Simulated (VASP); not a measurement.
## GdMnSi (space group P4/nmm): computed properties

The numbers are results of PBEsol GGA, VASP's PBE PAW potentials (set 64) (plane waves; VASP 6.6.1), not measurements.

For GdMnSi, the space group is P4/nmm (129), the cell is a = b = 3.903 Å, c = 7.029 Å, α = β = γ = 90.00° and the volume per atom is 17.85 Å³/atom. The band gap (over mesh and band path) comes out as none (metal, semimetal or under 0.01 eV) and the cell moment is 3.64 μB. The density is 7.45 g/cm³.

```xyz
6
Lattice="3.9030 0.0000 0.0000 0.0000 3.9030 0.0000 0.0000 0.0000 7.0287" Properties=species:S:1:pos:R:3 pbc="T T T"
Gd     0.0000     1.9515     2.3197
Gd     1.9515     0.0000     4.7090
Mn     0.0000     0.0000     0.0000
Mn     1.9515     1.9515     0.0000
Si     0.0000     1.9515     5.6386
Si     1.9515     0.0000     1.3901
```

The 4f electrons are frozen in the core of the lanthanide potential, so 4f levels, which can set the real gap, and their magnetism are missing. The run has a spin-polarised start.

The structure comes from a computed database's GdMnSi entry (P4/nmm); how it stands against other phases isn't given here. It was relaxed first, which changed the volume by -9 %. Symmetry was kept, so distortions that lower it aren't found.
